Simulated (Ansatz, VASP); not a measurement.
# ZrB2 in two plane-wave programs, part 2 of 2

One calculation is typed for both programs; each brings its own data sets. How far apart do they land? The cell is taken from a series of runs on this material, whose earlier steps may have relaxed, scaled, displaced or heated it; both programs get it as it stands.

VASP 6.6.1 and Ansatz 0.2.0.

So far: The starting structure; VASP: zone-centre phonons, PBEsol.

### 3. Ansatz: zone-centre phonons, PBEsol

Level of this step: Ansatz beside VASP: Kohn-Sham DFT, plane waves, PBEsol (Ansatz).

Ansatz runs on its PAW soft_1 files.

The same cell, functional, mesh and smearing now go to Ansatz, which takes its cutoff from its data sets.

Input file input.yaml:

```yaml
crystal:
  lattice:
    - [3.1935833855, 0.0, 0.0]
    - [-1.5967916928, 2.765724341, 0.0]
    - [0.0, 0.0, 3.5595363101]
  atoms:
    - { symbol: B, position: [0.3333333333, 0.6666666667, 0.5] }
    - { symbol: B, position: [0.6666666667, 0.3333333333, 0.5] }
    - { symbol: Zr, position: [0.0, 0.0, 0.0] }
kpoints:
  mp_grid: { grid: [15, 15, 12] }
hamiltonian:
  xc: pbesol
  pseudopotentials: { kind: paw, azcp: { folder: soft_1 }, xc_functional: pbe }
scf:
  occupations: { method: methfessel_paxton, width: 0.2 }
output:
  eigenvalues: true
phonons:
  method: dfpt
```

Launch:

```bash
$ ansatz run input.yaml --threads 4 --pin off --max-ram 10240MiB --backend cpu --events-out ev --progress --plain --runs-dir out
```

Numbers of over 12 decimals in the logs are rounded to 6 here.

Log:

```text
zone centre: on kpoints.mp_grid the ground state, and the responses unless they are solved on pairs of k-points, stand on 448 of the mesh's 2700 k-points, reduced under 4 symmetry operations, with k and −k counted as one. Each operation leaves every solved displacement unchanged or reverses it
Engine: ansatz 0.2.0, x86_64-unknown-linux-gnu
Pseudopotentials: kind: paw
Pseudopotential: B, paw, valence charge 3, recommended cutoff 420 eV (normal), soft_1/B.paw.azcp
Pseudopotential: Zr, paw, valence charge 12, recommended cutoff 420 eV (normal), soft_1/Zr.paw.azcp
Functional definition: PBEsol
  exchange = pbesol_x
  correlation = pbesol_c
Crystal: 3 atoms, lattice volume = 31.440 Å³
Basis set: ecut = 420 eV, 575 PW (Γ), exchange–correlation on 48×48×48 points (8 copies of the dense FFT grid, shifted against one another)
Bands: 13, of which v1, the nominal top of the filled ones, is band 9 counted from 1 (8 counted from 0)
Symmetry: 24 space group operations
k-points: 448 of 2700 (irreducible under 4 space group operations, time reversal used)
Non-local potential: B, projectors of the file, l = 0: 2, l = 1: 2, l = 2: 1
Non-local potential: Zr, projectors of the file, l = 0: 3, l = 1: 2, l = 2: 2, l = 3: 1
PAW form: soft (Blöchl's): semilocal exchange-correlation on the pseudo side does not see the compensation charge
PAW frozen core: B, regenerated for the run's functional, and the local potential with it (the file was generated under x = pbe(κ = 0.804, μ = 0.219515), c = pbe(β = 0.066725))
PAW frozen core: Zr, regenerated for the run's functional, and the local potential with it (the file was generated under x = pbe(κ = 0.804, μ = 0.219515), c = pbe(β = 0.066725))
PAW one-centre angular grid: B, 110 points (default); XC on 64 Gauss nodes
PAW one-centre angular grid: Zr, 590 points (default); XC on 64 Gauss nodes
Initial density: superposition of atomic densities (chi_scale 0.1, normalization cell, long waves kept (reshape's long-wave potential 0.00 eV rms))
Initial wavefunctions: pseudopotential atomic-orbital guess
Functional: x = pbesol(κ = 0.804, μ = 0.123457), c = pbesol(β = 0.046)
SCF iter   1: F=—  HF=-4437.663302 eV  |F-HF|=—  |Δ(HF+E_count)|=         —  Δρ=5.16e-2  dr2=1.56e0  ethr=3.10e-3  ⟨swp⟩=4.9  Hψ=28021  notcnv=0
preconditioner: auto → none  [metal: Δε(μ)=0.038 eV  Ē_g=16.874 eV  σ=0.200 eV  W_gap=0.16  n_scr=8 (ndim 8)  ℏωp=26.5 eV  f_vac=0.000  D(μ)=0.25/eV (n_scr^D=0)  sad-step TF]
SCF iter   2: F=—  HF=-4437.307077 eV  |F-HF|=—  |Δ(HF+E_count)|=   3.56e-1  S|Δr|=    0.00e0  Δρ=2.59e-2  dr2=3.51e-1  ethr=3.10e-3  ⟨swp⟩=2.0  Hψ=11226  notcnv=0
SCF iter   3: F=—  HF=-4437.207174 eV  |F-HF|=—  |Δ(HF+E_count)|=   9.99e-2  S|Δr|=    0.00e0  Δρ=2.31e-3  dr2=1.40e-3  ethr=1.95e-3  ⟨swp⟩=2.1  Hψ=9971  notcnv=0
SCF iter   4: F=—  HF=-4437.207462 eV  |F-HF|=—  |Δ(HF+E_count)|=   2.88e-4  S|Δr|=    0.00e0  Δρ=4.10e-4  dr2=5.05e-5  ethr=7.80e-6  ⟨swp⟩=2.2  Hψ=12559  notcnv=0
SCF iter   5: F=—  HF=-4437.207470 eV  |F-HF|=—  |Δ(HF+E_count)|=   7.79e-6  S|Δr|=    0.00e0  Δρ=5.42e-5  dr2=8.35e-7  ethr=2.81e-7  ⟨swp⟩=2.0  Hψ=8270  notcnv=0
SCF iter   6: F=—  HF=-4437.207469 eV  |F-HF|=—  |Δ(HF+E_count)|=   3.48e-7  S|Δr|=    0.00e0  Δρ=9.04e-6  dr2=1.56e-8  ethr=4.64e-9  ⟨swp⟩=2.3  Hψ=9611  notcnv=0
SCF iter   7: F=—  HF=-4437.207469 eV  |F-HF|=—  |Δ(HF+E_count)|=   1.30e-9  S|Δr|=    0.00e0  Δρ=1.74e-6  dr2=5.46e-10  ethr=8.67e-11  ⟨swp⟩=2.0  Hψ=9860  notcnv=0
SCF iter   8: F=-4437.207469 eV  HF=-4437.207469 eV  |F-HF|=1.82e-12  |Δ(HF+E_count)|=  2.18e-11  S|Δr|=    0.00e0  Δρ=1.74e-7  dr2=4.14e-12  ethr=1.00e-12  ⟨swp⟩=4.1  Hψ=27473  notcnv=0
the search or the solves at the SCF's close seem to have found levels that the self-consistency loop had missed (the run counts 1). By its estimate they hold under 1e-12 electrons; where the run keeps them, the occupations were computed again with them
SCF 1 converged in 8 iterations: F = -4437.207469 eV  dr2 = 4.14e-12
  greatest PAW one-centre occupation: 0.996 electrons in one spin orbital (limit 2), on the Zr atom at site 2 (counted from 0), in its partial waves of l = 0
DFPT response loops at Γ: preconditioner auto → Kerker (q_TF=auto, 2.486 Å⁻¹) (partly filled bands, converged f_vac=0.000); β = 1.00, the filter's whole step (`scf.mixing.beta` (0.50) is not read by the response loops under this deck's `scf.mixing.preconditioner`; to damp them name `kerker` or `kerker_dos`, under which they read `scf.mixing.beta`, and type it under 1.00, their step now; both keys bind the ground state too); Broyden in place of MSR1
SCF converged after 8 iterations
Stability not checked: this state was not tested for a lower state beside it, because cold or Methfessel-Paxton smearing, or corrected tetrahedra, fill the levels in a way that the test cannot read (fill_not_monotonic; see scf.lower_state_search)
Free energy (F): -4437.207469 eV
Harris-Foulkes:  -4437.207469 eV  (|F-HF|=1.82e-12)
Internal energy: -4437.208014 eV  (E = F + TS)
E sigma→0 (E₀):  -4437.207606 eV
Entropy (-TS):   0.000545 eV (0.182 meV/atom)
Fermi energy:    15.280270 eV
--- Per-component energies (eV) ---
  E_band       = -33.376338
  E_kinetic    = 415.896781
  E_local      = -540.600979  (includes V_loc(G=0)·N_el)
  E_nonlocal   = 90.833723
  E_hartree    = 181.502689
  E_xc         = -220.818002
  E_vxc        = -262.017237  (∫ρ·V_xc dr)
  E_paw        = -3059.768998  (= ΣΔE_a)
  E_vpaw       = -100.494002  (= ΣTr[D̂ρ^β])
  E_aug_tail   = -0.000011  (compensation charges beyond the density's cutoff)
  E_ewald      = -1304.448359
  E_core_change = 0.195143  (= ΣΔE_core)
  E_smearing   = 0.000545  (= −TS)
  E_closure    = 0.000000  (closes the sum)
  Σ components = -4437.207469   (vs F -4437.207469, Δ=0.00e0)
--- Band table (eV; the first three rows and the last of 448) ---
  k-point 0: bands = [... 5 lower, 12.7175, 12.7175, 12.7257, 12.9662, 18.5855, 18.5855, 19.3759, 19.3759]
  k-point 1: bands = [... 5 lower, 11.9560, 12.7818, 12.7818, 13.6999, 18.0597, 18.0597, 19.1667, 19.1667]
  k-point 2: bands = [... 5 lower, 11.0464, 12.9728, 12.9728, 14.5256, 17.2483, 17.2483, 18.6121, 18.6121]
  k-point 447: bands = [... 5 lower, 8.4626, 10.7224, 11.6882, 12.7502, 18.6232, 19.8396, 20.0761, 21.1397]
--- Phonons (Γ-DFPT): 4 representative perturbations + reference, on 448 of 2700 k-points (Σ response iterations 12) ---
  k mesh reduced under 4 symmetry operations, with k and −k counted as one. Each operation leaves every solved displacement unchanged or reverses it
  ASR residual: 9.638e-5 → 0.000e0 eV/Å²; symmetrization residual: 3.000e-7 eV/Å²
  ASR residual per site (eV/Å²): 2.07e-5 2.07e-5 9.64e-5
  Γ frequencies (cm⁻¹): 0.00 0.00 0.00 437.26 437.26 445.30 545.21 744.17 744.17
  non-analytic LO–TO correction: not included (Born effective charges unavailable; polar crystals: no LO–TO splitting at Γ)
```

In the SCF lines HF is the Harris–Foulkes energy and dr2 the Hartree energy of the density residual, in eV; the loop may stop once dr2 is under the threshold and the program's other checks hold. Hψ counts applications of the Hamiltonian.

### 4. Side by side

Known differences besides the potentials themselves: the cutoff is 420 eV in Ansatz and 500 eV in VASP; Ansatz makes its cores anew for this functional, VASP keeps those of its PBE data sets. Total energies have different zeros and are not compared.

The two programs side by side:

```tsv
quantity	Ansatz	VASP	difference
optical mode 1 to 2 (cm⁻¹)	437.3	438.0	-0.17 %
optical mode 3 (cm⁻¹)	445.3	447.0	-0.37 %
optical mode 4 (cm⁻¹)	545.2	545.8	-0.11 %
optical mode 5 to 6 (cm⁻¹)	744.2	746.6	-0.32 %
```

Modes are paired by rising frequency, not by their patterns, so a pair may set unlike modes beside each other; they are those without the splitting of longitudinal modes.

### 5. Outcome

```json
{
 "r.m.s. difference of the optical zone-centre modes, each program's sorted by frequency (zone-centre phonons, PBEsol)": "1.6 cm⁻¹"
}
```

The r.m.s. difference of the optical zone-centre modes, each program's sorted by frequency is 1.6 cm⁻¹ (zone-centre phonons, PBEsol). How closely two codes agree says nothing of how well the functional describes the real material.

[Lines on the potential files, build, host, timing and source positions are cut from VASP's logs without a mark.]

[Logs are printed without paths, hosts, clocks, repeated set-up lines and the standing remarks that a program may print on its own settings, such as how far it seeks lower states.]

[Hosts, paths, dates, database ids (printed as entryN), source tags and the programs' standing remarks are cut or masked in the printed files.]
